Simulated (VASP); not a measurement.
Here is the system:

```
GaN
1.0
    0.00000     2.20672     2.20672
    2.20672     0.00000     2.20672
    2.20672     2.20672     0.00000
Ga N
1 1
Direct
  0.00000   0.00000   0.00000
  0.25000   0.25000   0.25000
```

The numbers are results of r2SCAN meta-GGA, VASP's PBE PAW potentials (set 64) (plane waves; VASP), not measurements. Numerical set-up: 520 eV cut-off, 10×10×10 Γ-centred mesh, Gaussian smearing of 0.050 eV, potentials Ga_d N.

Question: The job: GaN (zinc blende), 2 atoms, r2SCAN, static run, 520 eV, 10×10×10 Γ-centred mesh. Roughly how much core time does it take on a busy server core?

Answer: About 3 core-minutes (one run on a shared machine, a rough figure). It had 47 irreducible k-points, 13 bands, up to 589 plane waves and 24 electronic steps.

The compound is GaN in the zinc blende structure, a metastable form; wurtzite is the usual one. This cell is one point of a volume scan, at 0.94 of the reference volume.
